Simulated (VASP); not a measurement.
Crystal: GaSn.

```xyz
2
Lattice="0.0000 2.9029 3.0982 2.7293 0.0000 3.0982 2.7293 2.9029 0.0000" Properties=species:S:1:pos:R:3 pbc="T T T"
Ga    2.7293    2.9029    3.0982
Sn    0.0000    0.0000    0.0000
```

The cell was built by a generator and needn't be a form met in nature.

```yaml
Program: VASP 6.6.1
Task: relaxation of cell and atoms
Functional: SCAN
Potentials_or_basis: VASP PAW PBE potentials, release 64 (Ga_d, Sn_d)
Cutoff: 600 eV
k_mesh: 8 × 8 × 8
Occupations: fermi-dirac, width 0.05 eV
Spin: no spin polarisation
```

At the start: pressure -1.1 GPa; volume 24.55 Å³/atom.

Question: How do energy, volume and symmetry change on relaxing?

Answer: Over 6 steps the energy falls by 65.7 meV/atom and the volume is 23.40 Å³/atom (-4.7 %); space group Fm-3m (No. 225, to 0.05 Å).

Step by step:
```csv
step,energy change (eV),largest force (eV/Å),pressure (GPa),volume (Å³)
1,0.0000,0.0000,-1.11,49.09
2,-0.1034,0.0000,-0.95,47.83
3,-0.1309,0.0000,0.14,46.70
4,-0.1312,0.0000,-0.01,46.83
5,-0.1311,0.0000,-0.07,46.88
6,-0.1313,0.0000,0.02,46.80
```

Final structure:
```
Ga Sn
1.0
     0.00000    2.85912    2.86057
     2.86109    0.00000    2.86057
     2.86109    2.85912    0.00000
Ga Sn
1 1
Direct
  0.50000 0.50000 0.50000
  0.00000 0.00000 0.00000
```

Caveat: the PAW data sets were made with another functional, which shifts forces and pressure a little.
